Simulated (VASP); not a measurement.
Data:

```xyz
2
Lattice="3.0123 0.0000 0.0000 0.0000 3.0123 0.0000 0.0000 0.0000 3.0123" Properties=species:S:1:pos:R:3 pbc="T T T"
Al     1.5062     1.5062     1.5062
Ru     0.0000     0.0000     0.0000
```

All values below come from vdW-DF-cx, VASP's PBE PAW potentials (set 64) (plane waves; VASP 6.6.1). Numerical set-up: 520 eV cut-off, 12×12×12 Γ-centred mesh, first-order Methfessel-Paxton smearing of 0.10 eV, potentials Al Ru_pv.

Question: What does the run give for the energy per atom (σ→0), pressure, band gap (on the k-mesh) with the smallest direct gap where there is one?

Answer: 
The band gap (on the k-mesh) comes out as none (metal, semimetal or under 0.01 eV), the energy per atom (σ→0) comes out as -505.8 kJ/mol of atoms and the pressure is -6.14 GPa.

Total energies compare only between runs with the same potentials, cut-off and functional.

The compound is RuAl in the CsCl type structure. This cell is one point of a volume scan, at 1.03 of the reference volume. The electron count is odd and the run is not spin-polarised, which forces a metal.
